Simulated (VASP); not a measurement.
**CeZn2Ni under changes of volume**

One of the cells (18.733 Å³/atom); the others are scaled copies at fixed shape and fractional positions:

```
Ce Zn Ni
1.0
     3.88998    0.00000    0.00000
     0.00000    3.88998    0.00000
     0.00000    0.00000    4.95185
Ce Zn Ni
1 2 1
Direct
  0.00000 0.00000 0.00000
  0.00000 0.50000 0.50000
  0.50000 0.00000 0.50000
  0.50000 0.50000 0.00000
```

The cell comes from a database or a generator and needn't be the stable form of this composition.

* Program: VASP 6.6.1
* Functional: PBE
* Potentials or basis: VASP PAW PBE potentials, release 64 (Ce, Zn, Ni)
* Cutoff: 520 eV
* k mesh: 7 × 7 × 6
* Occupations: fermi-dirac, width 0.05 eV
* Spin: collinear spin, ferromagnetic start
* Starting moments: [1.0, 0.0, 0.0, 1.0] μB

```tsv
volume (Å³/atom)	energy over the lowest point (meV/atom)	pressure (GPa)
17.264	20.61	5.9
17.631	9.50	3.9
17.998	2.66	2.1
18.733	0.00	-0.8
19.100	3.44	-2.1
19.467	?	?
```

What does the run at 19.467 Å³/atom give?

Energy over the lowest point 9.61 meV/atom; pressure -3.2 GPa.

Worked out: A Birch-Murnaghan fit of order 3 (a polynomial in V^(-2/3)) to the other rows has its minimum at 18.50 Å³/atom with B0 = V·E''(V) = 72 GPa and B' = 4.6 at fixed shape and positions, which overstates the stiffness. It gives 9.61 meV/atom at 19.467 Å³/atom, against the run's 9.61, and -dE/dV = -3.2 GPa, against -3.2.

Energies are extrapolated to zero smearing.

Caveats: the magnetic or orbital state may not be the lowest; without U or exact exchange the open f shell lies at the Fermi level, which spoils levels, moments and volumes.
